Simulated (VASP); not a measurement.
Consider the following.

```
CELL_PARAMETERS angstrom
      0.00000     2.75216     2.75216
      2.75216     0.00000     2.75216
      2.75216     2.75216     0.00000
ATOMIC_POSITIONS crystal
  Li 0.00000 0.00000 0.00000
  Br 0.50000 0.50000 0.50000
```

These are PBE GGA, VASP's PBE PAW potentials (set 64) (plane waves; VASP 6.6.1) values and carry that method's errors. Run with 600 eV cut-off, 8×8×8 Γ-centred mesh, Gaussian smearing of 0.050 eV, potentials Li_sv Br.

### Question
Predict the energy per atom (σ→0), band gap (on the k-mesh) with the smallest direct gap where there is one.

### Answer

The band gap (on the k-mesh) comes out as 4.94 eV. The smallest direct gap (on the k-mesh) is 4.94 eV and the energy per atom (σ→0) is -320.5 kJ/mol-atom.

Total energies compare only between runs with the same potentials, cut-off and functional.

The compound is LiBr in the rock salt structure. It was relaxed first.
